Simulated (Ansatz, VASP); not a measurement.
# BaZrO3: VASP beside Ansatz, part 2 of 2

Aim: how closely do two programs agree when they are given the same cell, functional and k mesh? The cell is taken from a series of runs on this material, whose earlier steps may have relaxed, scaled, displaced or heated it; both programs get it as it stands.

VASP 6.6.1 and Ansatz 0.2.0.

So far: The starting structure; Ansatz: relaxation of cell and atoms, LDA.

### Step 3. VASP: relaxation of cell and atoms, LDA

Level of this step: LDA; plane waves and PAW (O, Zr_sv, Ba_sv) (VASP).

The same cell, functional (in two slightly different forms) and mesh now go to VASP, with its own data sets.

Lines of VASP's logs that name or quote its potential files are left out, and so is its time.

The input, INCAR:

```
SYSTEM = BaZrO3
PREC = Accurate
ENCUT = 600
EDIFF = 1E-07
NELM = 120
ISMEAR = 0
SIGMA = 0.01
LREAL = .FALSE.
ALGO = Normal
GGA = CA
NBANDS = 26
LASPH = .TRUE.
LORBIT = 11
LWAVE = .FALSE.
LCHARG = .FALSE.
ISIF = 3
IBRION = 2
NSW = 80
EDIFFG = -0.005
GGA_COMPAT = .FALSE.
NELMIN = 4
EFERMI = MIDGAP
KPAR = 2
```

The input, POSCAR:

```
BaZrO3
1.0
    4.1475190000      0.0000000000      0.0000000000
    0.0000000000      4.1475190000      0.0000000000
    0.0000000000      0.0000000000      4.1475190000
O Zr Ba
3 1 1
Direct
    0.0000000000      0.4999998794      0.4999998794
    0.4999998794      0.0000000000      0.4999998794
    0.4999998794      0.4999998794      0.0000000000
    0.4999998794      0.4999998794      0.4999998794
    0.0000000000      0.0000000000      0.0000000000
```

The input, KPOINTS:

```
Automatic mesh
0
Gamma
8 8 8
0 0 0
```

The projector-augmented-wave data sets are O, Zr_sv and Ba_sv (LDA family, release 64).

Started as:

```sh
mpirun -np 2 vasp_std
```

Numbers of over 12 decimals in the logs are rounded to 6 here.

The program printed:

```text
[banner, memory and clock lines left out]
running    2 mpi-ranks, on    1 nodes
 distrk:  each k-point on    1 cores,    2 groups
 distr:  one band on    1 cores,    1 groups

 POSCAR found type information on POSCAR O ZrBa
 POSCAR found :  3 types and       5 ions
 LDA part: xc-table for (Slater(with rela. corr.)+CA(PZ))
 , standard interpolation
 POSCAR, INCAR and KPOINTS ok, starting setup
 FFT: planning ... GRIDC
 FFT: planning ... GRID_SOFT
 FFT: planning ... GRID
 WAVECAR not read
 entering main loop
       N       E                     dE             d eps       ncg     rms          rms(c)
DAV:   1     0.338262860073E+03    0.33826E+03   -0.24178E+04  1820   0.171E+03
DAV:   2    -0.306476610010E+02   -0.36891E+03   -0.36063E+03  2264   0.394E+02
DAV:   3    -0.524763585290E+02   -0.21829E+02   -0.21771E+02  2936   0.914E+01
DAV:   4    -0.530456774816E+02   -0.56932E+00   -0.56885E+00  2520   0.122E+01
DAV:   5    -0.530555301975E+02   -0.98527E-02   -0.98513E-02  2632   0.131E+00    0.311E+01
DAV:   6    -0.459621804107E+02    0.70933E+01   -0.40236E+01  2142   0.409E+01    0.142E+01
DAV:   7    -0.458144681454E+02    0.14771E+00   -0.30847E+00  2570   0.101E+01    0.864E+00
DAV:   8    -0.457504829996E+02    0.63985E-01   -0.31054E-01  2342   0.429E+00    0.661E-01
DAV:   9    -0.457457982185E+02    0.46848E-02   -0.52841E-02  2498   0.132E+00    0.477E-01
DAV:  10    -0.457457810843E+02    0.17134E-04   -0.13258E-02  2412   0.970E-01    0.231E-01
DAV:  11    -0.457454400753E+02    0.34101E-03   -0.22195E-03  2314   0.412E-01    0.294E-02
DAV:  12    -0.457454403326E+02   -0.25737E-06   -0.11222E-04  2436   0.764E-02    0.299E-02
DAV:  13    -0.457454385940E+02    0.17386E-05   -0.85708E-06  2306   0.212E-02    0.315E-03
DAV:  14    -0.457454386081E+02   -0.14078E-07   -0.90101E-07  2440   0.769E-03
   1 F= -.45745439E+02 E0= -.45745439E+02  d E =-.457454E+02
 curvature:   0.00 expect dE= 0.000E+00 dE for cont linesearch  0.000E+00
 trial: gam= 0.00000 g(F)=  0.000E+00 g(S)=  0.101E-01 ort = 0.000E+00 (trialstep = 0.100E+01)
 search vector abs. value=  0.101E-01
 bond charge predicted
       N       E                     dE             d eps       ncg     rms          rms(c)
DAV:   1    -0.458136843508E+02   -0.68246E-01   -0.21342E+00  1896   0.118E+01    0.289E+00
DAV:   2    -0.457565607920E+02    0.57124E-01   -0.26861E-01  2028   0.326E+00    0.107E+00
DAV:   3    -0.457444238112E+02    0.12137E-01   -0.35119E-02  2390   0.145E+00    0.267E-01
DAV:   4    -0.457435097286E+02    0.91408E-03   -0.11824E-02  2750   0.550E-01    0.217E-01
DAV:   5    -0.457438484424E+02   -0.33871E-03   -0.42540E-04  2500   0.128E-01    0.116E-01
DAV:   6    -0.457441243846E+02   -0.27594E-03   -0.72348E-04  2958   0.134E-01    0.172E-02
DAV:   7    -0.457441320463E+02   -0.76618E-05   -0.37344E-05  2328   0.366E-02    0.122E-02
DAV:   8    -0.457441344920E+02   -0.24457E-05   -0.92546E-06  2386   0.181E-02    0.220E-03
DAV:   9    -0.457441344689E+02    0.23043E-07   -0.74816E-07  2332   0.481E-03
   2 F= -.45744134E+02 E0= -.45744134E+02  d E =0.130414E-02
 trial-energy change:    0.001304  1 .order    0.001254   -0.010111    0.012618
 step:   0.4416(harm=  0.4448)  dis= 0.00000  next Energy=   -45.747666 (dE=-0.223E-02)
 bond charge predicted
       N       E                     dE             d eps       ncg     rms          rms(c)
DAV:   1    -0.457696164444E+02   -0.25482E-01   -0.66940E-01  1924   0.661E+00    0.162E+00
DAV:   2    -0.457514330551E+02    0.18183E-01   -0.82943E-02  1986   0.182E+00    0.594E-01
DAV:   3    -0.457477246799E+02    0.37084E-02   -0.11048E-02  2460   0.818E-01    0.144E-01
DAV:   4    -0.457474695690E+02    0.25511E-03   -0.32609E-03  2816   0.287E-01    0.121E-01
DAV:   5    -0.457475775062E+02   -0.10794E-03   -0.12960E-04  2622   0.693E-02    0.617E-02
DAV:   6    -0.457476571437E+02   -0.79637E-04   -0.19977E-04  2854   0.681E-02    0.110E-02
DAV:   7    -0.457476603848E+02   -0.32411E-05   -0.87557E-06  2388   0.181E-02    0.520E-03
DAV:   8    -0.457476608094E+02   -0.42459E-06   -0.22778E-06  2406   0.847E-03    0.119E-03
DAV:   9    -0.457476608048E+02    0.45588E-08   -0.14386E-07  1494   0.210E-03
   3 F= -.45747661E+02 E0= -.45747661E+02  d E =-.222220E-02
 curvature:  -0.22 expect dE=-0.274E-07 dE for cont linesearch -0.274E-07
 trial: gam= 0.00000 g(F)=  0.163E-46 g(S)=  0.123E-06 ort =-0.353E-04 (trialstep = 0.888E+00)
 search vector abs. value=  0.123E-06
 reached required accuracy - stopping structural energy minimisation
```

From OUTCAR (step 3):

```text
ion  position               nearest neighbor table
   1  0.000  0.500  0.500-   4 2.07   4 2.07   5 2.93   5 2.93   5 2.93   5 2.93
   2  0.500  0.000  0.500-   4 2.07   4 2.07   5 2.93   5 2.93   5 2.93   5 2.93
   3  0.500  0.500  0.000-   4 2.07   4 2.07   5 2.93   5 2.93   5 2.93   5 2.93
   4  0.500  0.500  0.500-   1 2.07   2 2.07   3 2.07   1 2.07   2 2.07   3 2.07   5 3.59   5 3.59
                             5 3.59   5 3.59   5 3.59   5 3.59   5 3.59   5 3.59
   5  0.000  0.000  0.000-   1 2.93   2 2.93   3 2.93   1 2.93   2 2.93   1 2.93   3 2.93   2 2.93
                             3 2.93   1 2.93   2 2.93   3 2.93   4 3.59   4 3.59   4 3.59   4 3.59

  LATTYP: Found a simple cubic cell.
 ALAT       =     4.1475190000

 Subroutine GETGRP returns: Found 48 space group operations
 (whereof 48 operations were pure point group operations)

The static configuration has the point symmetry O_h .

 Found     35 irreducible k-points:

   k-points           NKPTS =     35   k-points in BZ     NKDIM =     35   number of bands    NBANDS=     26

   dimension x,y,z NGX =    36 NGY =   36 NGZ =   36
   dimension x,y,z NGXF=    72 NGYF=   72 NGZF=   72

   ENCUT  =  600.0 eV  44.10 Ry    6.64 a.u.   8.28  8.28  8.28*2*pi/ulx,y,z

   NELECT =      40.0000    total number of electrons

 k-points in reciprocal lattice and weights: Automatic mesh
   0.00000000  0.00000000  0.00000000       0.002
   0.12500000  0.00000000  0.00000000       0.012
   0.25000000  0.00000000  0.00000000       0.012
   0.37500000  0.00000000  0.00000000       0.012
   0.50000000  0.00000000  0.00000000       0.006
   0.12500000  0.12500000  0.00000000       0.023
   0.25000000  0.12500000  0.00000000       0.047
   0.37500000  0.12500000  0.00000000       0.047
   0.50000000  0.12500000  0.00000000       0.023
[...]
0.50000000  0.50000000  0.37500000       0.012
   0.50000000  0.50000000  0.50000000       0.002

 average (electrostatic) potential at core
       1 -70.3471       2 -70.3471       3 -70.3471       4 -77.6591       5 -32.6607

 E-fermi :   5.2039

 k-point     1 :       0.0000    0.0000    0.0000
  band No.  band energies     occupation
    ...
     16       2.6046      2.00000
     17       2.6046      2.00000
     18       3.4553      2.00000
     19       3.4553      2.00000
     20       3.4553      2.00000
     21       6.7632      0.00000
     22       6.7632      0.00000
     23       6.7632      0.00000
     24       8.1884      0.00000
     25       8.1884      0.00000
    ...

 k-point     2 :       0.1250    0.0000    0.0000
  band No.  band energies     occupation
    ...
     16       2.4438      2.00000
     17       2.4738      2.00000
     18       3.0149      2.00000
     19       3.4008      2.00000
     20       3.4008      2.00000
     21       6.8224      0.00000
     22       7.1469      0.00000
     23       7.1469      0.00000
     24       8.4587      0.00000
     25       8.4612      0.00000
    ...

 k-point     3 :       0.2500    0.0000    0.0000
  band No.  band energies     occupation
    ...
     16       2.1371      2.00000
     17       2.1913      2.00000
     18       2.3285      2.00000
     19       3.3110      2.00000
     20       3.3110      2.00000
     21       6.9779      0.00000
     22       8.0447      0.00000
     23       8.0447      0.00000
     24       9.1075      0.00000
     25       9.1673      0.00000
    ...

  Total       -0.0020617     -0.0020617     -0.0020617      0.0000000      0.0000000      0.0000000
  in kB       -0.0459512     -0.0459512     -0.0459512      0.0000000      0.0000000      0.0000000
  external PRESSURE =      -0.0459512 kB  Pullay stress =       0.0000000 kB

  energy-cutoff  :      600.00
  volume of cell :       71.89
      direct lattice vectors                 reciprocal lattice vectors
     4.157962078 -0.000000000 -0.000000000     0.240502434 -0.000000000 -0.000000000
     0.000000000  4.157962078 -0.000000000     0.000000000  0.240502434  0.000000000
     0.000000000 -0.000000000  4.157962078     0.000000000  0.000000000  0.240502434

 POSITION                                       TOTAL-FORCE (eV/Angst)
 -----------------------------------------------------------------------------------
      0.00000      2.07898      2.07898         0.000000     -0.000000      0.000000
      2.07898     -0.00000      2.07898        -0.000000     -0.000000      0.000000
      2.07898      2.07898     -0.00000        -0.000000      0.000000      0.000000
      2.07898      2.07898      2.07898         0.000000     -0.000000      0.000000
      0.00000      0.00000      0.00000        -0.000000      0.000000      0.000000
 -----------------------------------------------------------------------------------
    total drift:                                0.002200      0.002200      0.002200

  FREE ENERGIE OF THE ION-ELECTRON SYSTEM (eV)
  ---------------------------------------------------
  free  energy   TOTEN  =       -45.7476608048 eV

  energy  without entropy=      -45.7476608048  energy(sigma->0) =      -45.74766080

 reached required accuracy - stopping structural energy minimisation

 total charge
# of ion       s       p       d       tot
------------------------------------------
    1        1.548   3.478   0.000   5.026
    2        1.548   3.478   0.000   5.026
    3        1.548   3.478   0.000   5.026
    4        2.211   6.099   1.486   9.796
    5        2.000   5.619   0.290   7.909
--------------------------------------------------
tot          8.855  22.151   1.776  32.783

[... 3 further parts left out ...]
```

CONTCAR:

```
BaZrO3
   1.00000000000000
     4.1579620784755198   -0.0000000000000000   -0.0000000000000000
     0.0000000000000000    4.1579620784755198   -0.0000000000000000
     0.0000000000000000   -0.0000000000000000    4.1579620784755198
  O               Zr              Ba
     3     1     1
Direct
     0.0000000000000000    0.4999998794000007    0.4999998794000007
     0.4999998794000007    0.0000000000000000    0.4999998794000007
     0.4999998794000007    0.4999998794000007    0.0000000000000000
     0.4999998794000007    0.4999998794000007    0.4999998794000007
     0.0000000000000000    0.0000000000000000    0.0000000000000000
```

Harder data sets than Ba_sv exist (the GW ones), and pressures, volumes and forces can shift noticeably with them.

### Step 4. Side by side

Known differences besides the potentials themselves: the two LDA forms differ slightly; fixed occupations in Ansatz, narrow Gaussian smearing in VASP; the cutoff is 420 eV in Ansatz and 600 eV in VASP; VASP's log shows a relativistic correction to its local exchange, Ansatz's none; Ansatz adds a Pulay correction to the stress that steers its cell, VASP none. Total energies have different zeros and are not compared.

Compared:

```
                                         quantity  Ansatz   VASP  difference
                                      volume (Å³)   71.35  71.89     -0.75 %
edge a after relaxation, in the typed setting (Å)   4.147  4.158     -0.25 %
```

### Step 5. VASP: zone-centre phonons, LDA

Second derivatives magnify differences that forces hide, and they need a tight electronic threshold.

The input, INCAR:

```
SYSTEM = BaZrO3
PREC = Accurate
ENCUT = 600
EDIFF = 1E-08
NELM = 120
ISMEAR = 0
SIGMA = 0.01
LREAL = .FALSE.
ALGO = Normal
GGA = CA
NBANDS = 26
LASPH = .TRUE.
LORBIT = 11
LWAVE = .FALSE.
LCHARG = .FALSE.
ISIF = 2
IBRION = 8
LEPSILON = .TRUE.
GGA_COMPAT = .FALSE.
EFERMI = MIDGAP
KPAR = 2
```

The input, POSCAR:

```
BaZrO3
1.0
    4.0043853596      0.0000000000      0.0000000000
    0.0000000000      4.0043853596      0.0000000000
    0.0000000000      0.0000000000      4.0043853596
O Zr Ba
3 1 1
Direct
    0.0000000000      0.5000000000      0.5000000000
    0.5000000000      0.0000000000      0.5000000000
    0.5000000000      0.5000000000      0.0000000000
    0.5000000000      0.5000000000      0.5000000000
    0.0000000000      0.0000000000      0.0000000000
```

KPOINTS is that of step 3.

Started as:

```sh
mpirun -np 2 vasp_std
```

The program printed:

```text
[... set-up lines as in an earlier step ...]
 entering main loop
       N       E                     dE             d eps       ncg     rms          rms(c)
DAV:   1     0.341427578797E+03    0.34143E+03   -0.24582E+04  1820   0.172E+03
DAV:   2    -0.305591644268E+02   -0.37199E+03   -0.36452E+03  2246   0.401E+02
DAV:   3    -0.518734163064E+02   -0.21314E+02   -0.21259E+02  2968   0.920E+01
DAV:   4    -0.523527159443E+02   -0.47930E+00   -0.47889E+00  2440   0.115E+01
[...]
DAV:  14    -0.451848121942E+02    0.30109E-07   -0.28234E-07  2556   0.391E-03    0.111E-03
DAV:  15    -0.451848121810E+02    0.13196E-07   -0.99421E-08  2238   0.191E-03    0.563E-04
DAV:  16    -0.451848121796E+02    0.13388E-08   -0.10199E-08  1332   0.887E-04
   1 F= -.45184812E+02 E0= -.45184812E+02  d E =0.000000E+00
 Linear response reoptimize wavefunctions to high precision
DAV:   1    -0.451848121799E+02   -0.22919E-09   -0.23097E-09  1288   0.363E-04
DAV:   2    -0.451848121798E+02    0.42746E-10   -0.38941E-10  1100   0.119E-04
 Linear response G [H, r] |phi>, progress :
  Direction:   1
[...]
RMM:  18    -0.701771111173E+00   -0.57286E-06   -0.66749E-08  9252   0.873E-04    0.168E-04
 first order change of Fermi-energy   0.75502E-03
 force on displaced ion       4 direction 1 : -16.715  -0.000   0.000
 Born effective charge ion    4 direction 1 :   6.149   0.000   0.000
 Linear response progress:
  Degree of freedom:   4/  4
       N       E                     dE             d eps       ncg     rms          rms(c)
RMM:   1    -0.193412756193E+00   -0.19341E+00    0.12873E-01  8275   0.174E+00
RMM:   2    -0.197172703530E+00   -0.37599E-02   -0.26546E-02  6902   0.420E-01    0.887E-02
RMM:   3    -0.197675147723E+00   -0.50244E-03   -0.21324E-03  7520   0.146E-01    0.590E-02
RMM:   4    -0.197897196665E+00   -0.22205E-03   -0.32844E-04  7449   0.781E-02    0.132E-02
[...]
RMM:  16    -0.198059261981E+00    0.17298E-07   -0.10025E-07  9143   0.351E-04    0.172E-05
RMM:  17    -0.198059281681E+00   -0.19701E-07    0.44003E-09  9164   0.334E-04    0.112E-05
RMM:  18    -0.198059290851E+00   -0.91700E-08   -0.99022E-08  8935   0.321E-04    0.124E-05
 first order change of Fermi-energy  -0.40033E-03
 force on displaced ion       5 direction 1 :  -6.769   0.000  -0.000
 Born effective charge ion    5 direction 1 :   2.791   0.000   0.000
 Born effective charges drift removed
 Linear response finished
```

From OUTCAR (step 5):

```text
  Total       10.1493957     10.1493957     10.1493957      0.0000000      0.0000000     -0.0000000
[...]
2     0.00000     6.14949    -0.00000
    3     0.00000    -0.00000     6.14949
 ion    5
    1     2.79105    -0.00000     0.00000
    2    -0.00000     2.79105     0.00000
    3     0.00000    -0.00000     2.79105

 MACROSCOPIC STATIC DIELECTRIC TENSOR IONIC CONTRIBUTION
 ------------------------------------------------------
          47.971236    -0.000000     0.000000
          -0.000000    47.971236    -0.000000
           0.000000    -0.000000    47.971236
 ------------------------------------------------------

[... 1 part as in an earlier step ...]
```

### Step 6. Ansatz: zone-centre phonons, LDA

The same cell, functional (in two slightly different forms) and mesh now go to Ansatz, which takes its cutoff from its data sets.

The cell is taken from a series of runs on this material, whose earlier steps may have relaxed, scaled, displaced or heated it; both programs get it as it stands.

The input, input.yaml:

```yaml
crystal:
  lattice:
    - [4.0043853596, 0.0, 0.0]
    - [0.0, 4.0043853596, 0.0]
    - [0.0, 0.0, 4.0043853596]
  atoms:
    - { symbol: O, position: [0.0, 0.5, 0.5] }
    - { symbol: O, position: [0.5, 0.0, 0.5] }
    - { symbol: O, position: [0.5, 0.5, 0.0] }
    - { symbol: Zr, position: [0.5, 0.5, 0.5] }
    - { symbol: Ba, position: [0.0, 0.0, 0.0] }
kpoints:
  mp_grid: { grid: [8, 8, 8] }
hamiltonian:
  xc: lda
  pseudopotentials: { kind: paw, azcp: { folder: soft_1 }, xc_functional: pbe }
scf:
  occupations: { method: fixed }
output:
  eigenvalues: true
phonons:
  method: dfpt
  dielectric: true
  rigid_motions: translations
```

Started as:

```sh
ansatz run input.yaml --threads 8 --pin off --max-ram 16384MiB --backend cpu --events-out ev --progress --plain --runs-dir out
```

The program printed:

```text
[...]
Crystal: 5 atoms, lattice volume = 64.211 Å³
Basis set: ecut = 420 eV, 1237 PW (Γ), exchange–correlation on 54×54×54 points (8 copies of the dense FFT grid, shifted against one another)
Bands: 25, of which v1, the nominal top of the filled ones, is band 20 counted from 1 (19 counted from 0)
Symmetry: 48 space group operations
k-points: 170 of 512 (irreducible under 2 space group operations, time reversal used)
[...]
optical modes at Γ + LO–TO along q̂ = [1.0000, 0.0000, 0.0000]:
      ω (cm⁻¹)  modes    IR ((D/Å)²/amu)
[...]
optical modes at Γ + LO–TO along q̂ = [0.0000, 1.0000, 0.0000]:
      ω (cm⁻¹)  modes    IR ((D/Å)²/amu)
[...]
optical modes at Γ + LO–TO along q̂ = [0.0000, 0.0000, 1.0000]:
      ω (cm⁻¹)  modes    IR ((D/Å)²/amu)
[...]
168.52      2             3.6969
        353.59      1             9.1924
        675.72      2            59.2291
        849.89      1            46.9391
[key lines of the parts left out:]
SCF converged after 9 iterations
Free energy (F): -11532.076692 eV
Fermi energy:    11.405913 eV
```

### Step 7. Side by side

Both answers:

```
                                     quantity  Ansatz   VASP  difference
                                        ε∞ xx    4.95   4.96     -0.36 %
                                        ε∞ yy    4.95   4.96     -0.36 %
                                        ε∞ zz    4.95   4.96     -0.36 %
 Born charge of O1 (mean of the diagonal) (e)   -2.98  -2.98        0.00
Born charge of Zr4 (mean of the diagonal) (e)    6.14   6.15       -0.01
Born charge of Ba5 (mean of the diagonal) (e)    2.81   2.79       +0.02
                   optical mode 1 to 3 (cm⁻¹)   111.1  134.0    -17.07 %
                   optical mode 4 to 6 (cm⁻¹)   113.8  136.7    -16.76 %
                   optical mode 7 to 9 (cm⁻¹)   168.5  169.7     -0.72 %
                 optical mode 10 to 12 (cm⁻¹)   675.7  686.8     -1.61 %
```

Modes are paired by rising frequency, not by their patterns, so a pair may set unlike modes beside each other; they are those without the splitting of longitudinal modes.

### Step 8. Summary of results

| Item | Value |
| --- | --- |
| difference in volume (relaxation of cell and atoms, LDA) | -0.75 % |
| r.m.s. difference of the optical zone-centre modes, each program's sorted by frequency (zone-centre phonons, LDA) | 17 cm⁻¹ |
| difference in optical mode 1 to 3 (zone-centre phonons, LDA) | -17.1 % |

In words: The difference in volume is -0.75 % (relaxation of cell and atoms, LDA), within the 1.2 % picked in this series as the mark of a large difference, as far as the stopping tolerances let one tell. Among the rows given in per cent, the largest difference of the zone-centre phonons, LDA pair is in optical mode 1 to 3, -17.1 %. What causes the difference of the zone-centre phonons, LDA pair stays open here. Such differences can come from data sets, numerical settings and the points named under the comparisons, not from the functional's error against experiment.

[Lines on the potential files, build, host, timing and source positions are cut from VASP's logs without a mark.]

[Logs are printed without paths, hosts, clocks, repeated set-up lines and the standing remarks that a program may print on its own settings, such as how far it seeks lower states.]

[Hosts, paths, dates, database ids (printed as entryN), source tags and the programs' standing remarks are cut or masked in the printed files.]
